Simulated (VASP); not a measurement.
Data:

```xyz
3
Lattice="0.0000 2.8548 2.8548 2.8548 0.0000 2.8548 2.8548 2.8548 0.0000" Properties=species:S:1:pos:R:3 pbc="T T T"
Li     1.4274     1.4274     1.4274
Li     4.2823     4.2823     4.2823
S      2.8548     2.8548     0.0000
```

Method: modified Becke-Johnson potential (mBJ), VASP's PBE PAW potentials (set 64) (plane waves; VASP). Run with 520 eV cut-off, 6×6×6 Γ-centred mesh, Gaussian smearing of 0.050 eV, potentials Li_sv S.

mBJ is a potential without an energy functional, so only the levels count.

Q: Give the energies of bands 4 to 9 at the high-symmetry points, in eV from the valence-band maximum.

A: 
```tsv
band	Γ	X	U	L	W
4	0.00	-1.89	-1.70	-2.43	-1.55
5	0.00	-1.16	-1.69	-0.42	-1.55
6	0.00	-1.16	-0.94	-0.42	-1.38
7	5.83	4.89	5.96	7.46	6.68
8	7.59	8.14	9.08	7.87	8.83
9	7.59	12.77	10.80	7.87	9.93
```

The gap is indirect, 4.89 eV, from the valence maximum at Γ to the conduction minimum at X.

The compound is Li2S in the antifluorite structure. It was relaxed first. The cell's shape comes from a PBE relaxation.
